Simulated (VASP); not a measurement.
Method: PBE GGA with D3 dispersion (zero damping), VASP's PBE PAW potentials (set 64) (plane waves; VASP).

VASP input:

**POSCAR**
```
Pt
1
    0.0000000000     1.9583547512     1.9583547512
    1.9583547512     0.0000000000     1.9583547512
    1.9583547512     1.9583547512     0.0000000000
Pt
1
Direct
  0.0000000000   0.0000000000   0.0000000000
```

**KPOINTS**
```
k-points along high-symmetry lines
15
Line-mode
Reciprocal
  0.000000   0.000000   0.000000 ! GAMMA
  0.500000   0.000000   0.500000 ! X

  0.500000   0.000000   0.500000 ! X
  0.625000   0.250000   0.625000 ! U

  0.375000   0.375000   0.750000 ! K
  0.000000   0.000000   0.000000 ! GAMMA

  0.000000   0.000000   0.000000 ! GAMMA
  0.500000   0.500000   0.500000 ! L

  0.500000   0.500000   0.500000 ! L
  0.500000   0.250000   0.750000 ! W

  0.500000   0.250000   0.750000 ! W
  0.500000   0.000000   0.500000 ! X
```

**INCAR**
```
SYSTEM = Pt
PREC = Accurate
ENCUT = 520
EDIFF = 1E-7
NELM = 100
ALGO = Normal
LREAL = .FALSE.
LASPH = .TRUE.
ISMEAR = 0
SIGMA = 0.05
GGA = PE
IVDW = 11
LMAXMIX = 6
LWAVE = .FALSE.
LCHARG = .FALSE.
LORBIT = 11
ICHARG = 11
```

POTCAR, in this order: Pt (PBE.64 set). Program: vasp_std. Read from the step before: CHGCAR.

The run wrote:

### OUTCAR
```
 ion  position               nearest neighbor table
   1  0.000  0.000  0.000-
  LATTYP: Found a face centered cubic cell.
 ALAT       =     3.9167095024
 Subroutine PRICEL returns:
 Original cell was already a primitive cell.
 Subroutine GETGRP returns: Found 48 space group operations
The static configuration has the point symmetry O_h .
The dynamic configuration has the point symmetry O_h .
 Subroutine INISYM returns: Found 48 space group operations
   k-points           NKPTS =     90   k-points in BZ     NKDIM =     90   number of bands    NBANDS=      9
   number of dos      NEDOS =    301   number of ions     NIONS =      1
   total plane-waves  NPLWV =  13824
   dimension x,y,z NGX =    24 NGY =   24 NGZ =   24
   dimension x,y,z NGXF=    48 NGYF=   48 NGZF=   48
   ions per type =               1
   PREC   = accura    normal or accurate (medium, high low for compatibility)
   ISTART =      0    job   : 0-new  1-cont  2-samecut
   ICHARG =     11    charge: 1-file 2-atom 10-const
   ISPIN  =      1    spin polarized calculation?
   LNONCOLLINEAR =      F non collinear calculations
   LSORBIT =      F    spin-orbit coupling
   INIWAV =      1    electr: 0-lowe 1-rand  2-diag
   ENCUT  =  520.0 eV  38.22 Ry    6.18 a.u.   5.15  5.15  5.15*2*pi/ulx,y,z
   NELM   =    100;   NELMIN=  2; NELMDL= -5     # of ELM steps
   EDIFF  = 0.1E-06   stopping-criterion for ELM
   LREAL  =      F    real-space projection
   NLSPLINE    = F    spline interpolate recip. space projectors
   LMAXMIX     =    6 max onsite mixed and CHGCAR
   VOSKOWN=      0    Vosko Wilk Nusair interpolation
   EDIFFG = 0.1E-05   stopping-criterion for IOM
   NSW    =      0    number of steps for IOM
   NBLOCK =      1;   KBLOCK =      1    inner block; outer block
   IBRION =     -1    ionic relax: 0-MD 1-quasi-New 2-CG
   NFREE  =      0    steps in history (QN), initial steepest desc. (CG)
   ISIF   =      2    stress and relaxation
   ISYM   =      2    0-nonsym 1-usesym 2-fastsym
   TEIN   =    0.0    initial temperature
   TEBEG  =    0.0;   TEEND  =   0.0 temperature during run
   SMASS  =  -3.00    Nose mass-parameter (am)
   PSTRESS=    0.0 pullay stress
   NELECT =      10.0000    total number of electrons
   EFERMI =   0.00;   METHOD = LEGACY
   ISMEAR =     0;   SIGMA  =   0.05  broadening in eV -4-tet -1-fermi 0-gaus
   IALGO  =     38    algorithm
   LDIAG  =      T    sub-space diagonalisation (order eigenvalues)
   IMIX   =      4    mixing-type and parameters
     AMIX     =   0.40;   BMIX     =  1.00
     AMIX_MAG =   1.60;   BMIX_MAG =  1.00
     AMIN     =   0.10
   GGA     = PE    functional components
   VOSKOWN =     0    Vosko Wilk Nusair interpolation
   LHFCALC =     F    Hartree Fock is set to
   LHFONE  =     F    Hartree Fock one center treatment
   AEXX    =    0.0000 exact exchange contribution
   IVDW    =    11    specifies the selected vdW correction
   LEPSILON=     F    determine dielectric tensor
   LRPA    =     F    only Hartree local field effects (RPA)
  energy-cutoff  :      520.00
  volume of cell :       15.02
      direct lattice vectors                 reciprocal lattice vectors
     0.000000000  1.958354751  1.958354751    -0.255316357  0.255316357  0.255316357
     1.958354751  0.000000000  1.958354751     0.255316357 -0.255316357  0.255316357
     1.958354751  1.958354751  0.000000000     0.255316357  0.255316357 -0.255316357
 k-point     1 :   0.0000 0.0000 0.0000  plane waves:     411
 k-point     2 :   0.0357 0.0000 0.0357  plane waves:     411
 k-point     3 :   0.0714 0.0000 0.0714  plane waves:     403
 k-point     4 :   0.1071 0.0000 0.1071  plane waves:     391
 k-point     5 :   0.1429 0.0000 0.1429  plane waves:     399
 k-point     6 :   0.1786 0.0000 0.1786  plane waves:     399
 k-point     7 :   0.2143 0.0000 0.2143  plane waves:     407
 k-point     8 :   0.2500 0.0000 0.2500  plane waves:     415
 k-point     9 :   0.2857 0.0000 0.2857  plane waves:     415
 k-point    10 :   0.3214 0.0000 0.3214  plane waves:     419
 k-point    11 :   0.3571 0.0000 0.3571  plane waves:     415
...
```

OSZICAR:
```
       N       E                     dE             d eps       ncg     rms          rms(c)
DAV:   1     0.370435699118E+02    0.37044E+02   -0.55174E+03  1676   0.103E+03
DAV:   2    -0.551200524353E+01   -0.42556E+02   -0.40772E+02  1758   0.187E+02
DAV:   3    -0.591502130372E+01   -0.40302E+00   -0.39932E+00  1842   0.177E+01
DAV:   4    -0.591658058041E+01   -0.15593E-02   -0.15592E-02  1853   0.117E+00
DAV:   5    -0.591659187160E+01   -0.11291E-04   -0.11292E-04  1844   0.906E-02
DAV:   6    -0.591659199750E+01   -0.12590E-06   -0.12434E-06  1897   0.853E-03
DAV:   7    -0.591659199804E+01   -0.54160E-09   -0.15568E-08  1797   0.899E-04
   1 F= -.67002658E+01 E0= -.66998272E+01  d E =-.877120E-03
```

### OUTCAR
```
 val. band max:       11.5481550439   @ k =   0.5179   0.0357   0.5179

 cond. band min:      11.5537780294   @ k =   0.5804   0.1607   0.5804



 k-point     1 :       0.0000    0.0000    0.0000
  band No.  band energies     occupation
      1       1.0803      2.00000
      2       7.5300      2.00000
      3       7.5300      2.00000
      4       7.5300      2.00000
      5       9.7009      2.00000
      6       9.7009      2.00000
      7      25.9688      0.00000
      8      30.9600      0.00000
      9      30.9600      0.00000

 k-point     2 :       0.0357    0.0000    0.0357
  band No.  band energies     occupation
      1       1.1495      2.00000
      2       7.4834      2.00000
      3       7.5657      2.00000
      4       7.5657      2.00000
      5       9.6493      2.00000
      6       9.7193      2.00000
      7      26.0787      0.00000
      8      30.7340      0.00000
      9      30.9778      0.00000

 k-point     3 :       0.0714    0.0000    0.0714
  band No.  band energies     occupation
      1       1.3550      2.00000
      2       7.3485      2.00000
      3       7.6725      2.00000
      4       7.6725      2.00000
      5       9.4995      2.00000
      6       9.7737      2.00000
      7      26.4023      0.00000
      8      30.2372      0.00000
      9      31.0128      0.00000

 k-point     4 :       0.1071    0.0000    0.1071
  band No.  band energies     occupation
      1       1.6901      2.00000
      2       7.1384      2.00000
      3       7.8493      2.00000
      4       7.8493      2.00000
      5       9.2675      2.00000
      6       9.8623      2.00000
      7      26.9214      0.00000
      8      29.7246      0.00000
      9      31.0037      0.00000

 k-point     5 :       0.1429    0.0000    0.1429
  band No.  band energies     occupation
      1       2.1415      2.00000
      2       6.8715      2.00000
      3       8.0938      2.00000
      4       8.0938      2.00000
...
```

The density is held fixed in this step, so its total energy and stress have no physical meaning. Unless said otherwise, spin-orbit coupling is left out, though it shifts the bands of the heavy elements here.

The compound is Pt in the fcc structure. It was relaxed first.
